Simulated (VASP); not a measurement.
# Shielding tensors and field gradients of Al2O3, part 6 of 8

What are the shielding tensors of Al2O3? The cell has space group Pnnm, a computed entry that need not be the common form of this compound. The start is a computed cell from the Materials Project.

VASP 6.6.1, plane waves and PAW; the level of theory is named at each step.

So far. Step 2 (Relaxation): At r2SCAN, with these data sets, the largest force is down to 0.0094 eV/Å. Step 3 (Ground state): The cell has a gap of 3.33 eV on this mesh and a pressure of -4.0 GPa, which holds the misfit of the given cell and coordinates with this functional, and any error of cutoff, mesh and data sets.

## Step 5: Cell stretched (continued)

Level of this step: chemical shifts by linear response (GIPAW), LDA; plane waves and PAW (Al, O) (VASP).

Parts of OUTCAR (step 5):

```text
   ENCUT  =  560.0 eV  41.16 Ry    6.42 a.u.   9.02 18.70  6.10*2*pi/ulx,y,z

   NELECT =      48.0000    total number of electrons

  Total       -5.7314022     -6.6528873    -13.2523145      0.0000000      0.0000000      0.0000000
  in kB      -64.1415307    -74.4540963   -148.3099088      0.0000000      0.0000000      0.0000000
  external PRESSURE =     -95.6351786 kB  Pullay stress =       0.0000000 kB

 POSITION                                       TOTAL-FORCE (eV/Angst)
 -----------------------------------------------------------------------------------
      0.22091      8.00941      0.00000        -0.104216      0.221887      0.000000
      4.45358      1.67972      0.00000         0.104216     -0.221887      0.000000
      2.55815      6.52428      1.58046        -0.104216     -0.221887      0.000000
      2.11634      3.16485      1.58046         0.104216      0.221887      0.000000
      2.33725      4.84456      1.58046        -0.000000     -0.000000      0.000000
      0.98346      7.44414      1.58046         0.013345      0.027353      0.000000
      1.35378      2.59958      0.00000        -0.013345      0.027353     -0.000000
      3.32071      7.08955      0.00000         0.013345     -0.027353      0.000000
      0.00000      0.00000      0.00000        -0.000000     -0.000000      0.000000
      3.69103      2.24499      1.58046        -0.013345     -0.027353     -0.000000
 -----------------------------------------------------------------------------------
    total drift:                               -0.000000      0.000000      0.000000

 Electric field gradients after diagonalization (V/A^2)
 (convention: |V_zz| > |V_xx| > |V_yy|)
----------------------------------------------------------------------
 ion       V_xx      V_yy      V_zz     asymmetry (V_yy - V_xx)/ V_zz
----------------------------------------------------------------------
   1      23.049     8.119   -31.168       0.479
   2      23.049     8.119   -31.168       0.479
   3      23.049     8.119   -31.168       0.479
   4      23.049     8.119   -31.168       0.479
   5     -31.977   -18.649    50.625       0.263
   6      43.419    21.673   -65.092       0.334
   7      43.419    21.673   -65.092       0.334
   8      43.419    21.673   -65.092       0.334
   9     -31.977   -18.649    50.625       0.263
  10      43.419    21.673   -65.092       0.334
----------------------------------------------------------------------

  ORBITAL MAGNETIC SUSCEPTIBILITY, excluding core contribution
 -------------------------------------------------------------
  Approximate magnetic susceptibility, pGv (10^-6 cm^3/mole)
     1        -71.509379          0.000000          0.000000
     2         -0.000000        -71.037327          0.000000
     3          0.000000          0.000000        -70.608169
 -------------------------------------------------------------
  Approximate magnetic susceptibility, vGv (10^-6 cm^3/mole)
     1        -69.725304          0.000000          0.000000
     2         -0.000000        -69.472257          0.000000
     3          0.000000          0.000000        -68.876147

  BDIR labels direction of applied magnetic field (i.e. B0)
  For BDIR==1, B0 along x-axis, etc.
  Induced field listed along cartesian directions for each BDIR
 ------------------------------------------------------------------------------------------
                 EXCLUDING G=0 CONTRIBUTION              INCLUDING G=0 CONTRIBUTION
 ------------------------------------------------------------------------------------------
  ion  BDIR            X           Y           Z                X           Y           Z
          (   iso_shield        span        skew ) (   iso_shield        span        skew )
 ------------------------------------------------------------------------------------------
    1     1     448.3210     -7.7405      0.0000         456.4808     -7.7405      0.0000
          2     -10.4882    513.9224     -0.0000         -10.4882    522.0363     -0.0000
          3       0.0000     -0.0000    458.1766           0.0000     -0.0000    466.2489
          (     473.4733     68.0869      0.6740 ) (     481.5887     68.0428      0.6763 )

    2     1     448.3210     -7.7405      0.0000         456.4808     -7.7405      0.0000
          2     -10.4882    513.9224     -0.0000         -10.4882    522.0363     -0.0000
          3       0.0000     -0.0000    458.1766           0.0000     -0.0000    466.2489
          (     473.4733     68.0869      0.6740 ) (     481.5887     68.0428      0.6763 )

    3     1     448.3210      7.7405      0.0000         456.4808      7.7405      0.0000
          2      10.4882    513.9224      0.0000          10.4882    522.0363      0.0000
          3       0.0000      0.0000    458.1766           0.0000      0.0000    466.2489
          (     473.4733     68.0869      0.6740 ) (     481.5887     68.0428      0.6763 )

    4     1     448.3210      7.7405      0.0000         456.4808      7.7405      0.0000
          2      10.4882    513.9224      0.0000          10.4882    522.0363      0.0000
          3       0.0000      0.0000    458.1766           0.0000      0.0000    466.2489
          (     473.4733     68.0869      0.6740 ) (     481.5887     68.0428      0.6763 )

    5     1     162.4965      0.0309      0.0000         170.6563      0.0309      0.0000
          2       7.1801    249.5725      0.0000           7.1801    257.6864      0.0000
          3       0.0000      0.0000    199.3359           0.0000      0.0000    207.4081
          (     203.8016     87.3740      0.1533 ) (     211.9170     87.3283      0.1549 )

    6     1     213.2009    -19.9234      0.0000         221.3607    -19.9234      0.0000
          2     -19.8970    171.4124      0.0000         -19.8970    179.5263      0.0000
          3       0.0000      0.0000    203.4734           0.0000      0.0000    211.5457
          (     196.0289     57.7230     -0.3869 ) (     204.1442     57.7563     -0.3844 )

    7     1     213.2009     19.9234      0.0000         221.3607     19.9234      0.0000
          2      19.8970    171.4124      0.0000          19.8970    179.5263      0.0000
          3      -0.0000     -0.0000    203.4734          -0.0000     -0.0000    211.5457
          (     196.0289     57.7230     -0.3869 ) (     204.1442     57.7563     -0.3844 )

    8     1     213.2009     19.9234      0.0000         221.3607     19.9234      0.0000
          2      19.8970    171.4124      0.0000          19.8970    179.5263      0.0000
          3      -0.0000     -0.0000    203.4734          -0.0000     -0.0000    211.5457
          (     196.0289     57.7230     -0.3869 ) (     204.1442     57.7563     -0.3844 )

    9     1     162.4965     -0.0309      0.0000         170.6563     -0.0309      0.0000
          2      -7.1801    249.5725      0.0000          -7.1801    257.6864      0.0000
          3       0.0000      0.0000    199.3359           0.0000      0.0000    207.4081
          (     203.8016     87.3740      0.1533 ) (     211.9170     87.3283      0.1549 )

   10     1     213.2009    -19.9234      0.0000         221.3607    -19.9234      0.0000
          2     -19.8970    171.4124      0.0000         -19.8970    179.5263      0.0000
          3       0.0000      0.0000    203.4734           0.0000      0.0000    211.5457
          (     196.0289     57.7230     -0.3869 ) (     204.1442     57.7563     -0.3844 )
 ------------------------------------------------------------------------------------------

[... 6 parts as in an earlier step ...]

[... 5 further parts left out ...]
```

The atoms bear forces, and field gradients depend strongly on their positions.

This step gave:

| Quantity | Value |
| --- | --- |
| free energy (TOTEN) | -80.5174 eV |
| Fermi energy | 1.365 eV |
| pressure | -9.564 GPa |
| gap on the k-mesh | 3.094 eV |
| least direct gap on the k-mesh | 3.094 eV |

Valence and core; the G = 0 term is that of a spherical sample. NMR shielding, by row:

```
atom  isotropic shielding (ppm)  span (ppm)     skew  isotropic shielding without the G = 0 term (ppm)
 Al1                      481.6       68.04   0.6763                                             473.5
 Al2                      481.6       68.04   0.6763                                             473.5
 Al3                      481.6       68.04   0.6763                                             473.5
 Al4                      481.6       68.04   0.6763                                             473.5
  O5                      211.9       87.33   0.1549                                             203.8
  O6                      204.1       57.76  -0.3844                                               196
  O7                      204.1       57.76  -0.3844                                               196
  O8                      204.1       57.76  -0.3844                                               196
  O9                      211.9       87.33   0.1549                                             203.8
 O10                      204.1       57.76  -0.3844                                               196
```

Ordered as |Vzz| ≥ |Vxx| ≥ |Vyy|, the program's way. Electric field gradients, by row:

```
atom  Vxx (V/Å²)  Vyy (V/Å²)  Vzz (V/Å²)  asymmetry
 Al1       23.05       8.119      -31.17      0.479
 Al2       23.05       8.119      -31.17      0.479
 Al3       23.05       8.119      -31.17      0.479
 Al4       23.05       8.119      -31.17      0.479
  O5      -31.98      -18.65       50.62      0.263
  O6       43.42       21.67      -65.09      0.334
  O7       43.42       21.67      -65.09      0.334
  O8       43.42       21.67      -65.09      0.334
  O9      -31.98      -18.65       50.62      0.263
 O10       43.42       21.67      -65.09      0.334
```

Against the first shielding run the largest change is +3.7 ppm, on Al1.

(Continued in part 7 of 8.)

[Lines on the potential files, build, host, timing and source positions are cut from VASP's logs without a mark.]

[Logs are printed without paths, hosts, clocks, repeated set-up lines and the standing remarks that a program may print on its own settings, such as how far it seeks lower states.]

[Hosts, paths, dates, database ids (printed as entryN), source tags and the programs' standing remarks are cut or masked in the printed files.]
